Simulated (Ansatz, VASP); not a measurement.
**ZrGe2As4 (ZrGe2As4 monolayer): VASP beside Ansatz**

Aim: how closely do two programs agree when they are given the same cell, functional and k mesh? The structure shown is the start of the Ansatz relaxation below; VASP solves that cell, so the two are compared at the walk's first step.

Main program and level: Ansatz 0.2.0; plane waves, with VASP 6.6.1 beside it; single point at PBE with D3(BJ).

## 1. Set-up

The cell holds 7 atoms: 4 As, 2 Ge and 1 Zr. Its edges and angles: a = 3.730 Å, b = 3.730 Å, c = 50.570 Å, α = 90.0°, β = 90.0°, γ = 120.0°. Vacuum lies along c.

## 2. Ansatz: relaxation, PBE with D3(BJ)

Ansatz runs on its default PAW (the set named soft_2) files.

The two programs are compared at the cell with which this relaxation starts, whose forces are those of its first step.

Contents of input.yaml:

```yaml
crystal:
  lattice:
    - [3.73, 0.0, 0.0]
    - [-1.865, 3.2302747561, 0.0]
    - [0.0, 0.0, 50.5703425596]
  atoms:
    - { symbol: As, position: [0.0, 0.0, 0.4033984934] }
    - { symbol: Ge, position: [0.3333333333, 0.6666666667, 0.4204638049] }
    - { symbol: As, position: [0.3333333333, 0.6666666667, 0.4663404963] }
    - { symbol: Zr, position: [0.0, 0.0, 0.5] }
    - { symbol: As, position: [0.3333333333, 0.6666666667, 0.5336595037] }
    - { symbol: Ge, position: [0.3333333333, 0.6666666667, 0.5795361951] }
    - { symbol: As, position: [0.0, 0.0, 0.5966015066] }
  periodic: [true, true, false]
kpoints:
  mp_grid: { grid: [12, 12, 1] }
hamiltonian:
  xc: pbe
  dispersion: d3bj
scf:
  occupations: { method: fermi_dirac, width: 0.05 }
  convergence: { dr2_threshold: 1.0e-09 }
relax:
  f_tol: 0.004
  max_steps: 90
  cell: {}
output:
  write_potential: true
  write_density: true
  volumetric_format: npy
```

The run is started by

```console
ansatz run input.yaml --threads 4 --pin off --max-ram 6144MiB --backend cpu --events-out ev --progress --plain --runs-dir out
```

Numbers of over 12 decimals in the logs are rounded to 6 here.

Output:

```text
Warning: relax.cell: scf.convergence.dr2_threshold = 1e-9 eV is looser than the 1.79089305052e-10 eV advised for a relaxation that steers and ends on the stress (1e-10 eV for each atom of the cell: 7, times the square of relax.cell.stress_2d_tol = 0.05 N/m over 19.8 Å (the atoms' height at the walk's start and 5 Å past either face), 2.529e-2 GPa, over a crystal's default 0.05). What an SCF threshold leaves in a stress goes as its square root, and in the free energy as the threshold itself, and one threshold admits the most on a small cell: [figures from the program's tests cut] Set scf.convergence.dr2_threshold to 1.79089305052e-10 eV or tighter. [rest of the remark cut]
Engine: ansatz 0.2.0, x86_64-unknown-linux-gnu
Pseudopotentials: kind: paw
Pseudopotential: As, paw, valence charge 15, recommended cutoff 420 eV (normal), As.paw.azcp
Pseudopotential: Ge, paw, valence charge 14, recommended cutoff 420 eV (normal), Ge.paw.azcp
Pseudopotential: Zr, paw, valence charge 12, recommended cutoff 420 eV (normal), Zr.paw.azcp
Functional definition: PBE
  parameter kappa = 0.804
  parameter beta = 0.066725
  exchange = pbe_x(kappa = kappa, mu = beta*pi^2/3)
  correlation = pbe_c(beta = beta)
Crystal: 7 atoms, lattice volume = 609.318 Å³
Basis set: ecut = 420 eV, 11941 PW (Γ), exchange–correlation on 50×50×720 points (8 copies of the dense FFT grid, shifted against one another)
Bands: 60, of which v1, the nominal top of the filled ones, is band 50 counted from 1 (49 counted from 0)
Symmetry: 12 space group operations
Space group: P-6m2 (ITA 187), of the structure as read, at distance tolerance 8.5e-5 Å
k-points: 19 of 144 (time reversal used)
Non-local potential: As, projectors of the file, l = 0: 2, l = 1: 2, l = 2: 3, l = 3: 1
Non-local potential: Ge, projectors of the file, l = 0: 2, l = 1: 2, l = 2: 3, l = 3: 1
Non-local potential: Zr, projectors of the file, l = 0: 3, l = 1: 2, l = 2: 2, l = 3: 2
PAW form: soft (Blöchl's): semilocal exchange-correlation on the pseudo side does not see the compensation charge
PAW one-centre angular grid: As, 590 points (default); XC on 64 Gauss nodes
PAW one-centre angular grid: Ge, 590 points (default); XC on 64 Gauss nodes
PAW one-centre angular grid: Zr, 590 points (default); XC on 64 Gauss nodes
Initial density: superposition of atomic densities (neutral atoms: chi_scale 0, normalization atom), corrected by the library's trained network
Initial wavefunctions: pseudopotential atomic-orbital guess
Functional: x = pbe(κ = 0.804, μ = 0.219515), c = pbe(β = 0.066725)
SCF iter   1: F=—  HF=-32201.106529 eV  |F-HF|=—  |Δ(HF+E_count)|=         —  Δρ=2.33e-3  dr2=3.04e-1  ethr=1.77e-3  ⟨swp⟩=10.2  Hψ=5440  notcnv=0  defer=18
preconditioner: auto → LDOS  [metal: Δε(μ)=0.006 eV  Ē_g=8.462 eV  σ=0.050 eV  W_gap=0.03  n_scr=86 (ndim 8)  ℏωp=8.5 eV  f_vac=0.734  D(μ)=1.99/eV (n_scr^D=12)  β→1.0]
SCF iter   2: F=—  HF=-32201.105350 eV  |F-HF|=—  |Δ(HF+E_count)|=   1.18e-3  Δρ=1.84e-3  dr2=3.19e-1  ethr=3.04e-4  ⟨swp⟩=4.3  Hψ=2032  notcnv=0  defer=42
SCF iter   3: F=—  HF=-32201.077636 eV  |F-HF|=—  |Δ(HF+E_count)|=   2.77e-2  Δρ=3.49e-4  dr2=6.45e-3  ethr=3.04e-4  ⟨swp⟩=3.7  Hψ=1539  notcnv=0  defer=42
SCF iter   4: F=—  HF=-32201.077311 eV  |F-HF|=—  |Δ(HF+E_count)|=   3.25e-4  Δρ=1.89e-4  dr2=8.69e-4  ethr=6.45e-6  ⟨swp⟩=3.1  Hψ=1824  notcnv=0  defer=37
SCF iter   5: F=—  HF=-32201.077190 eV  |F-HF|=—  |Δ(HF+E_count)|=   1.21e-4  Δρ=5.88e-5  dr2=3.34e-5  ethr=8.69e-7  ⟨swp⟩=3.0  Hψ=1564  notcnv=0  defer=37
SCF iter   6: F=—  HF=-32201.077205 eV  |F-HF|=—  |Δ(HF+E_count)|=   1.51e-5  Δρ=2.25e-5  dr2=6.02e-6  ethr=3.34e-8  ⟨swp⟩=3.0  Hψ=2210  notcnv=0  defer=37
SCF iter   7: F=—  HF=-32201.077231 eV  |F-HF|=—  |Δ(HF+E_count)|=   2.61e-5  Δρ=6.85e-6  dr2=2.80e-7  ethr=6.02e-9  ⟨swp⟩=3.0  Hψ=2125  notcnv=0  defer=37
SCF iter   8: F=—  HF=-32201.077231 eV  |F-HF|=—  |Δ(HF+E_count)|=   3.93e-7  Δρ=2.04e-6  dr2=3.61e-8  ethr=2.80e-10  ⟨swp⟩=3.2  Hψ=2443  notcnv=0  defer=37
SCF iter   9: F=—  HF=-32201.077231 eV  |F-HF|=—  |Δ(HF+E_count)|=   1.11e-8  Δρ=7.49e-7  dr2=3.30e-9  ethr=3.61e-11  ⟨swp⟩=3.0  Hψ=2366  notcnv=0  defer=37
SCF iter  10: F=-32201.077231 eV  HF=-32201.077231 eV  |F-HF|=2.23e-9  |Δ(HF+E_count)|=   1.22e-8  Δρ=2.14e-7  dr2=4.33e-10  ethr=1.00e-12  ⟨swp⟩=11.5  Hψ=8055  notcnv=0
SCF 1 converged in 10 iterations: F = -32201.077231 eV  dr2 = 4.33e-10
[...]
SCF iter   6: F=—  HF=-32202.155935 eV  |F-HF|=—  |Δ(HF+E_count)|=   6.96e-6  Δρ=8.40e-7  dr2=1.63e-8  ethr=4.07e-10  ⟨swp⟩=3.1  Hψ=2165  notcnv=0  defer=2
SCF iter   7: F=-32202.155936 eV  HF=-32202.155935 eV  |F-HF|=2.20e-8  |Δ(HF+E_count)|=   3.71e-7  Δρ=2.43e-7  dr2=3.97e-10  ethr=1.00e-12  ⟨swp⟩=14.8  Hψ=9927  notcnv=0
SCF 7 converged in 7 iterations: F = -32202.155936 eV  dr2 = 3.97e-10
relax step   7: F+E_penalty+E_count = -32202.15593551 eV  Δ(F+E_penalty+E_count) = -1.364e-3 eV  max|allowed force component| = 7.849e-4 eV/Å  Δτ_max = 0.0000 Å  P = +0.009 N/m  Ω = 638.469 Å³  fix = [c, alpha, beta]  reactions: c +0.000 N/m  stress off target by 8.51e-3 N/m on what of the cell is left free  SCF on the basis re-selected at this cell (its energy is not comparable with the rows above)  (7 SCF iters)
basis re-selected at this cell: Δ(F+E_penalty+E_count) = -1.364e-3 eV, ΔP = +0.010 N/m vs the last step (what re-selecting the basis moved, of the pressure what is left beyond the Pulay correction that the steps carried, after the strain that the cell walked since its last selection, with what the two solves' SCF thresholds leave and, on support functions, any second-order correction that the steps lacked; it is no measure of the basis error at this ecutwfc). The dense FFT grid was sized anew with the basis: this SCF ran on 27×27×360 points, the steps before it on 25×25×360, so part of this shift can come from that change (see relax.cell in the input reference). [rest of the remark cut]
WARN: The output density's exchange-correlation potential varies sharply where the density is thin. Do not read a vacuum level from v_tot or v_xc, or from such a field of the output density. On a cell that repeats whose density bears no net charge and no dipole along the vacuum's axis use v_es (v_loc + v_h of the components); under efield.dipole_correction with no amplitude use v_es + v_field, which holds any externa [...]
SCF converged after 7 iterations
Free energy (F): -32202.155936 eV
Harris-Foulkes:  -32202.155935 eV  (|F-HF|=2.20e-8)
Internal energy: -32202.146016 eV  (E = F + TS)
E sigma→0 (E₀):  -32202.150976 eV
Entropy (-TS):   -0.009919 eV (-1.417 meV/atom)
Fermi energy:    -5.053781 eV
--- Per-component energies (eV) ---
  E_band       = -2807.907068
  E_kinetic    = 968.350084
  E_local      = -619499.983885  (includes V_loc(G=0)·N_el)
  E_nonlocal   = -1766.178720
  E_hartree    = 308951.823463
  E_xc         = -629.657244
  E_vxc        = -636.987566  (∫ρ·V_xc dr)
  E_paw        = -14333.875503  (= ΣΔE_a)
  E_vpaw       = 223.243004  (= ΣTr[D̂ρ^β])
  E_aug_tail   = 0.000637  (compensation charges beyond the density's cutoff)
  E_ewald      = 294109.600752
  E_disp       = -2.225600  (pairwise vdW)
  E_smearing   = -0.009919  (= −TS)
  E_closure    = -0.000000  (closes the sum)
  Σ components = -32202.155936   (vs F -32202.155936, Δ=0.00e0)
--- Forces (eV/Å), atoms counted from 1 ---
  atom   1  As    -0.00000000     0.00000000     0.00023814
  atom   2  Ge    -0.00000000     0.00000000    -0.00070136
  atom   3  As     0.00000000     0.00000000     0.00078486
  atom   4  Zr     0.00000000     0.00000000    -0.00000000
  atom   5  As     0.00000000     0.00000000    -0.00078486
  atom   6  Ge     0.00000000     0.00000000     0.00070136
  atom   7  As     0.00000000     0.00000000    -0.00023814
  max |Σ_I F_I| component: 8.99e-16 eV/Å
--- 2D stress c σ (N/m, compression-positive) ---
        0.008510       0.000000       0.000000
        0.000000       0.008510       0.000000
        0.000000       0.000000       0.000000
  P = ½ c Tr σ = 0.0085 N/m
--- Band table (eV; the first three rows and the last of 19) ---
  k-point 0: bands = [... 46 lower, -5.5898, -5.5898, -5.0001, -5.0001, -4.3977, -3.8509, -3.3705, -1.9952, ... 6 higher]
  k-point 1: bands = [... 46 lower, -5.7323, -5.7267, -5.1629, -5.1228, -4.1742, -3.1988, -3.0264, -2.1041, ... 6 higher]
  k-point 2: bands = [... 46 lower, -5.9053, -5.8921, -5.5307, -5.4162, -4.2562, -2.9709, -2.9698, -2.0370, ... 6 higher]
  k-point 18: bands = [... 46 lower, -7.3191, -7.1643, -6.3150, -5.5094, -3.7557, -3.6643, -2.8247, -2.4958, ... 6 higher]
  the weakly bound empty levels are not read free of the cell's end (no_gap_told)
--- Relaxed structure (6 steps of the walk, 6 accepted, 1 SCFs on fresh bases) ---
  F+E_penalty+E_count = -32202.15593551 eV   max|allowed force component| = 7.849e-4 eV/Å   (the final SCF, on the basis selected at the relaxed cell)
  cell:  # Å, volume = 638.4690 Å³
    - [3.818182, 0, 0]
    - [-1.909091, 3.306643, 0]
    - [0, 0, 50.5703425596]
  atoms:
    - { symbol: As, position: [1.1644573978564894e-17, -5.135725556199063e-17, 0.399129] }
    - { symbol: Ge, position: [0.333333, 0.666667, 0.421373] }
    - { symbol: As, position: [0.333333, 0.666667, 0.469234] }
    - { symbol: Zr, position: [1.0573552618554993e-17, -5.135725556199063e-17, 0.5] }
    - { symbol: As, position: [0.333333, 0.666667, 0.530766] }
    - { symbol: Ge, position: [0.333333, 0.666667, 0.578627] }
    - { symbol: As, position: [9.502531258545087e-18, -5.135725556199063e-17, 0.600871] }
```

In the SCF lines HF is the Harris–Foulkes energy and dr2 the Hartree energy of the density residual, in eV; the loop may stop once dr2 is under the threshold and the program's other checks hold. Hψ counts applications of the Hamiltonian.

(Continued in part 2 of 2.)

[Lines on the potential files, build, host, timing and source positions are cut from VASP's logs without a mark.]

[Logs are printed without paths, hosts, clocks, repeated set-up lines and the standing remarks that a program may print on its own settings, such as how far it seeks lower states.]

[Hosts, paths, dates, database ids (printed as entryN), source tags and the programs' standing remarks are cut or masked in the printed files.]
